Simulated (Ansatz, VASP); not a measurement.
# NbSi: VASP beside Ansatz, part 2 of 2

Aim: how closely do two programs agree when they are given the same cell, functional and k mesh? The cell is invented: As first built, before any earlier steps moved the atoms (in the runner's words): it takes the WC structure with all of its atoms replaced by other elements, volume scaled by an estimate. It may not be a known or stable phase. The cell is taken from a series of VASP runs on this material, whose earlier steps may have relaxed, scaled or displaced it; both programs get it as it stands. Other levels of theory on this material are compared in a session of their own.

VASP 6.6.1 and Ansatz 0.2.0.

So far. Step 2 (VASP: band structure, LDA): At this level the cell is under a tension of 7.1 GPa, so at these settings it is away from equilibrium.

## Step 5: VASP: band structure, PBE, spin-orbit coupling

Level of this step: PBE, spin-orbit coupling; plane waves and PAW (Nb_sv, Si); invented cell (VASP).

With cell and atoms fixed, the geometry can't cause a difference; cores, projectors, grids and the points listed under the comparison can.

Input file INCAR:

```
SYSTEM = NbSi
PREC = Accurate
ENCUT = 400
EDIFF = 1E-06
NELM = 100
ISMEAR = 0
SIGMA = 0.02
LREAL = .FALSE.
ALGO = Normal
GGA = PE
LNONCOLLINEAR = .TRUE.
MAGMOM = 0 0 0 0 0 0
NBANDS = 28
GGA_COMPAT = .FALSE.
LASPH = .TRUE.
LSORBIT = .TRUE.
LMAXMIX = 4
LORBIT = 11
LWAVE = .FALSE.
LCHARG = .FALSE.
KPAR = 4
```

Input file POSCAR:

```
NbSi
1.0
    3.0335601418     -0.0000000243      0.0000000000
   -1.5167806400      2.6271406017      0.0000000000
    0.0000000000      0.0000000000      4.0525052525
Nb Si
1 1
Direct
    0.0000000000      0.0000000000      0.0000000000
    0.6666666700      0.3333333300      0.5000000000
```

Input file KPOINTS:

```
Automatic mesh
0
Gamma
8 8 5
0 0 0
```

Input file KPOINTS_OPT:

```
Line mode
16
Line-mode
Reciprocal
  0.00000000   0.00000000   0.00000000 GAMMA
  0.50000000   0.00000000   0.00000000 M

  0.50000000   0.00000000   0.00000000 M
  0.33333333   0.33333333   0.00000000 K

  0.33333333   0.33333333   0.00000000 K
  0.00000000   0.00000000   0.00000000 GAMMA

  0.00000000   0.00000000   0.00000000 GAMMA
  0.00000000   0.00000000   0.50000000 A

  0.00000000   0.00000000   0.50000000 A
  0.50000000   0.00000000   0.50000000 L

  0.50000000   0.00000000   0.50000000 L
  0.33333333   0.33333333   0.50000000 H

  0.33333333   0.33333333   0.50000000 H
  0.00000000   0.00000000   0.50000000 A

  0.50000000   0.00000000   0.50000000 L
  0.50000000   0.00000000   0.00000000 M

  0.33333333   0.33333333   0.00000000 K
  0.33333333   0.33333333   0.50000000 H
```

PAW data sets: Nb_sv and Si (PBE family, release 64).

On the command line:

```sh
mpirun -np 4 vasp_ncl
```

Numbers of over 12 decimals in the logs are rounded to 6 here.

Log:

```text
[banner, memory and clock lines left out]
running    4 mpi-ranks, on    1 nodes
[...]
LDA part: xc-table for (Slater+PW92), standard interpolation
 POSCAR, INCAR and KPOINTS ok, starting setup
[...]
entering main loop
       N       E                     dE             d eps       ncg     rms          rms(c)
DAV:   1     0.127683614866E+03    0.12768E+03   -0.74897E+03  2520   0.984E+02
DAV:   2    -0.828298764325E+01   -0.13597E+03   -0.13038E+03  3096   0.367E+02
DAV:   3    -0.167920981456E+02   -0.85091E+01   -0.82910E+01  4624   0.692E+01
DAV:   4    -0.171799141967E+02   -0.38782E+00   -0.38521E+00  3584   0.123E+01
[...]
DAV:  11    -0.164012034883E+02   -0.26680E-04   -0.63196E-05  3220   0.886E-02    0.256E-02
DAV:  12    -0.164011979460E+02    0.55423E-05   -0.62226E-06  3456   0.341E-02    0.871E-03
DAV:  13    -0.164011981441E+02   -0.19802E-06   -0.32541E-07  1688   0.709E-03
   1 F= -.16401198E+02 E0= -.16400814E+02  d E =-.767637E-03  mag=     0.0000    -0.0000    -0.0000
 Start KPOINTS_OPT (optional k-point list driver)
k-point batch [1-45\144]
       N       E                     dE             ncg
DAV:   1     0.889001264216E+02   -0.18577E+05     2528
DAV:   2    -0.612635073868E+04   -0.62153E+04     3068
DAV:   3    -0.650886678524E+04   -0.38252E+03     4456
DAV:   4    -0.652924710924E+04   -0.20380E+02     3752
DAV:   5    -0.652961065266E+04   -0.36354E+00     3888
DAV:   6    -0.652961545701E+04   -0.48043E-02     3384
DAV:   7    -0.652961573319E+04   -0.27619E-03     4060
DAV:   8    -0.652961573737E+04   -0.41743E-05     3044
DAV:   9    -0.652961573757E+04   -0.20200E-06     2320
[...]
k-point batch [136-144\144]
       N       E                     dE             ncg
DAV:   1     0.190974099828E+05   -0.62417E+04      512
DAV:   2     0.179629517753E+05   -0.11345E+04      612
DAV:   3     0.179005061492E+05   -0.62446E+02      840
DAV:   4     0.178968599160E+05   -0.36462E+01      792
DAV:   5     0.178968151282E+05   -0.44788E-01      744
DAV:   6     0.178968144584E+05   -0.66982E-03      668
DAV:   7     0.178968144327E+05   -0.25718E-04      764
DAV:   8     0.178968144324E+05   -0.32594E-06      544
```

OUTCAR, selected parts (step 5):

```text
  Total        0.0233838      0.0233838     -0.0443580     -0.0000000     -0.0000000     -0.0000000
  in kB        1.1600211      1.1600215     -2.2005091     -0.0000003     -0.0000000     -0.0000000
  external PRESSURE =       0.0398445 kB  Pullay stress =       0.0000000 kB

 POSITION                                       TOTAL-FORCE (eV/Angst)
 -----------------------------------------------------------------------------------
      0.00000      0.00000      0.00000        -0.000000      0.000000      0.000000
      1.51678      0.87571      2.02625         0.000000     -0.000000      0.000000
 -----------------------------------------------------------------------------------
    total drift:                               -0.000005     -0.000003      0.000000

  FREE ENERGIE OF THE ION-ELECTRON SYSTEM (eV)
  ---------------------------------------------------
  free  energy   TOTEN  =       -16.4011981441 eV

  energy  without entropy=      -16.4004305070  energy(sigma->0) =      -16.40081433

 magnetization (x)
# of ion       s       p       d       tot
------------------------------------------
    1        0.000   0.000   0.000   0.000
    2        0.000   0.000   0.000   0.000
--------------------------------------------------
tot          0.000   0.000   0.000   0.000

 magnetization (y)
# of ion       s       p       d       tot
------------------------------------------
    1        0.000  -0.000  -0.000  -0.000
    2        0.000  -0.000   0.000  -0.000
--------------------------------------------------
tot          0.000  -0.000  -0.000  -0.000

 magnetization (z)
# of ion       s       p       d       tot
------------------------------------------
    1       -0.000   0.000  -0.000  -0.000
    2       -0.000   0.000   0.000  -0.000
--------------------------------------------------
tot         -0.000   0.000  -0.000  -0.000

[... 1 part as in an earlier step ...]

[... 2 further parts left out ...]
[key lines of the parts left out:]
E-fermi :  10.7126
```

The run ends at a pressure of 0.00 GPa.

## Step 6: Ansatz: band structure, PBE, spin-orbit coupling

The same cell, functional, mesh and smearing now go to Ansatz, which takes its cutoff from its data sets.

The cell is taken from a series of VASP runs on this material, whose earlier steps may have relaxed, scaled or displaced it; both programs get it as it stands.

Input file input.yaml:

```yaml
crystal:
  lattice:
    - [3.0335601418, -2.43e-08, 0.0]
    - [-1.51678064, 2.6271406017, 0.0]
    - [0.0, 0.0, 4.0525052525]
  atoms:
    - { symbol: Nb, position: [0.0, 0.0, 0.0] }
    - { symbol: Si, position: [0.66666667, 0.33333333, 0.5] }
hamiltonian:
  xc: pbe
  pseudopotentials: { kind: paw_fr }
magnetization:
  noncollinear: true
  spin_orbit: true
kpoints:
  mp_grid: { grid: [8, 8, 5] }
  band_path:
    path:
      - [0.0, 0.0, 0.0]
      - [0.13333, 0.0, 0.0]
      - [0.3, 0.0, 0.0]
      - [0.46667, 0.0, 0.0]
      - [0.46667, 0.06667, 0.0]
      - [0.41111, 0.17778, 0.0]
      - [0.35556, 0.28889, 0.0]
      - [0.28889, 0.28889, 0.0]
      - [0.17778, 0.17778, 0.0]
      - [0.06667, 0.06667, 0.0]
      - [0.0, 0.0, 0.03333]
      - [0.0, 0.0, 0.2]
      - [0.0, 0.0, 0.36667]
      - [0.0, 0.0, 0.5]
      - [0.16667, 0.0, 0.5]
      - [0.3, 0.0, 0.5]
      - [0.46667, 0.0, 0.5]
      - [0.46667, 0.06667, 0.5]
      - [0.41111, 0.17778, 0.5]
      - [0.35556, 0.28889, 0.5]
      - [0.28889, 0.28889, 0.5]
      - [0.17778, 0.17778, 0.5]
      - [0.06667, 0.06667, 0.5]
      - [0.5, 0.0, 0.46667]
      - [0.5, 0.0, 0.3]
      - [0.5, 0.0, 0.13333]
      - [0.33333, 0.33333, 0.0]
      - [0.33333, 0.33333, 0.16667]
      - [0.33333, 0.33333, 0.33333]
      - [0.33333, 0.33333, 0.5]
    npoints: 1
scf:
  occupations: { method: gaussian, width: 0.02 }
  n_extra_bands: 14
output:
  forces: true
  stress: true
  eigenvalues: true
```

On the command line:

```sh
ansatz run input.yaml --threads 2 --pin off --max-ram 4608MiB --backend cpu --events-out ev --progress --plain --runs-dir out
```

Log:

```text
[...]
non-collinear run that drives no moment, with spin-orbit: no starting moment large enough to seed its density (crystal.atoms[].spin), no starting occupations that ask for one, no magnetisation constraint and no magnetic field, so the semilocal B_xc is pinned to zero
Crystal: 2 atoms, lattice volume = 32.297 Å³
[...]
k-point 1: bands = [... 13 lower, 13.5281, 14.6046, 14.6126, 14.7343, 14.7343, 16.5488, 16.5488, 16.6186, ... 10 higher]
  k-point 2: bands = [... 13 lower, 13.9271, 14.7480, 14.7550, 14.8864, 14.8864, 16.1101, 16.1101, 16.1763, ... 10 higher]
  k-point 29: bands = [... 13 lower, 11.9275, 12.3387, 12.3631, 14.0381, 14.0797, 16.2868, 16.2909, 18.4468, ... 10 higher]
[key lines of the parts left out:]
SCF converged after 8 iterations
Magnetization: |M| = 0.0000 μB,  M = (+0.0000, +0.0000, +0.0000) μB
Free energy (F): -5189.772162 eV
Fermi energy:    14.629805 eV
P = ⅓ Tr σ = 0.5758 GPa (5.758 kbar)
```

The job ended after 15 s (2 threads of Arm Neoverse N1, shared host; peak memory 0.4 GiB).

## Step 7: Side by side

What differs besides the data sets and the points named for the pairs above, as far as they apply: spin-orbit coupling enters by fully relativistic files in Ansatz and inside the spheres in VASP. Total energies have different zeros and are not compared.

The two programs side by side:

```
      quantity  Ansatz  VASP  difference
pressure (GPa)    0.58  0.00       +0.57
```

Levels from 3 eV below to 2 eV above the Fermi level differ by 1 meV r.m.s. and 3 meV at most; each VASP level is matched to the nearest of Ansatz, which flatters the figure a little.

## Step 8: Outcome

| Quantity | Value |
| --- | --- |
| r.m.s. difference of levels near the Fermi level (band structure, LDA) | 4.2 meV |
| r.m.s. difference of levels near the Fermi level (band structure, PBE, spin-orbit coupling) | 0.99 meV |
| difference in pressure (band structure, PBE, spin-orbit coupling) | 0.57 GPa |

**Reading.** The difference in pressure is 0.57 GPa (band structure, PBE, spin-orbit coupling), within the 1 GPa picked in this series as the mark of a large difference. 3 further runs of this series are not shown here. How closely two codes agree says nothing of how well the functional describes the real material.

[Lines on the potential files, build, host, timing and source positions are cut from VASP's logs without a mark.]

[Logs are printed without paths, hosts, clocks, repeated set-up lines and the standing remarks that a program may print on its own settings, such as how far it seeks lower states.]

[Hosts, paths, dates, database ids (printed as entryN), source tags and the programs' standing remarks are cut or masked in the printed files.]
